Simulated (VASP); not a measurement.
A VASP calculation is set up with these files.

**INCAR**
```
SYSTEM = BN
PREC = Accurate
ENCUT = 520
EDIFF = 1E-6
NELM = 60
ALGO = Normal
LREAL = .FALSE.
LASPH = .TRUE.
ISMEAR = 0
SIGMA = 0.05
GGA = PE
LWAVE = .FALSE.
LCHARG = .FALSE.
ISIF = 2
IMIX = 1
AMIX = 1.2
BMIX = 0.0001
```

KPOINTS:
```
Automatic mesh
0
Gamma
7 7 4
0 0 0
```

### POSCAR
```
BN
1
    1.3005000000    -2.2525320000     0.0000000000
    1.3005000000     2.2525320000     0.0000000000
    0.0000000000     0.0000000000     4.3044000000
B N
2 2
Direct
  0.6666670000   0.3333330000   0.5000000000
  0.3333330000   0.6666670000   0.0000000000
  0.6666670000   0.3333330000   0.8750000000
  0.3333330000   0.6666670000   0.3750000000
```

POTCAR, in this order: B N (PBE.64 set). Program: vasp_std.

The run wrote:

### standard output
```
...
 WARNING: Sub-Space-Matrix is not hermitian in DAV           16
 -5.547526788400965E-002
 WARNING: Sub-Space-Matrix is not hermitian in DAV           17
  0.459245417772170
 WARNING: Sub-Space-Matrix is not hermitian in DAV           18
  -1.25015829330112
 WARNING: Sub-Space-Matrix is not hermitian in DAV           19
 -0.258251073100272
 WARNING: Sub-Space-Matrix is not hermitian in DAV           20
  -1.51166918946452
 WARNING: Sub-Space-Matrix is not hermitian in DAV           21
 -1.084003772688568E-002
 WARNING: Sub-Space-Matrix is not hermitian in DAV           22
 -1.094365329777336E-003
 WARNING: Sub-Space-Matrix is not hermitian in DAV           23
  2.236750734811445E-003
 WARNING: Sub-Space-Matrix is not hermitian in DAV           24
 -1.264077237231774E-002
 WARNING: Sub-Space-Matrix is not hermitian in DAV           25
  0.127630249545962
 WARNING: Sub-Space-Matrix is not hermitian in DAV           26
  -1.67315274367720
 WARNING: Sub-Space-Matrix is not hermitian in DAV           27
 -2.409165047235707E-002
 WARNING: Sub-Space-Matrix is not hermitian in DAV           28
  0.570257923773003
 WARNING: Sub-Space-Matrix is not hermitian in DAV           29
  3.692992802008058E-003
 WARNING: Sub-Space-Matrix is not hermitian in DAV            1
   2.31115016683183
 WARNING: Sub-Space-Matrix is not hermitian in DAV            2
 -0.410717044012650
 WARNING: Sub-Space-Matrix is not hermitian in DAV            3
 -3.302446523102862E-002
 WARNING: Sub-Space-Matrix is not hermitian in DAV            4
 -0.457655663112908
 WARNING: Sub-Space-Matrix is not hermitian in DAV            5
   23.0624173323471
 WARNING: Sub-Space-Matrix is not hermitian in DAV            6
  -3.10276180813295
 WARNING: Sub-Space-Matrix is not hermitian in DAV            7
  0.262410602836484
 WARNING: Sub-Space-Matrix is not hermitian in DAV            8
  -13.1149780345729

 -----------------------------------------------------------------------------
|                                                                             |
|     EEEEEEE  RRRRRR   RRRRRR   OOOOOOO  RRRRRR      ###     ###     ###     |
|     E        R     R  R     R  O     O  R     R     ###     ###     ###     |
|     E        R     R  R     R  O     O  R     R     ###     ###     ###     |
|     EEEEE    RRRRRR   RRRRRR   O     O  RRRRRR       #       #       #      |
|     E        R   R    R   R    O     O  R   R                               |
|     E        R    R   R    R   O     O  R    R      ###     ###     ###     |
|     EEEEEEE  R     R  R     R  OOOOOOO  R     R     ###     ###     ###     |
|                                                                             |
|     EDDAV: Call to ZHEGV failed. Returncode = 8 2 8                         |
|                                                                             |
|       ---->  I REFUSE TO CONTINUE WITH THIS SICK JOB ... BYE!!! <----       |
|                                                                             |
 -----------------------------------------------------------------------------
```

Q: Read input and log: which fault does this run have?
(A) one atom is typed twice, on or next to the same site
(B) a line-mode KPOINTS file was used for a self-consistent run
(C) simple mixing (IMIX = 1) with AMIX above 1 overshoots
(D) NELM is too small, so the electronic loop ends before EDIFF is met

A: C, simple mixing (IMIX = 1) with AMIX above 1 overshoots. VASP stops with an error: EDDAV: Call to ZHEGV failed. Returncode = 8 2 8 ----> I REFUSE TO CONTINUE WITH THIS SICK JOB ... BYE!!! <----

To mend it, remove IMIX, remove AMIX, remove BMIX.

The mended run (PBE GGA, plane waves, VASP's PBE PAW potentials (set 64)) converges, and its OSZICAR ends with
```
   1 F= -.34754674E+02 E0= -.34754674E+02  d E =-.115354E-12
```

The compound is BN in the wurtzite structure, a metastable high-pressure form. The cell was not relaxed at this level.
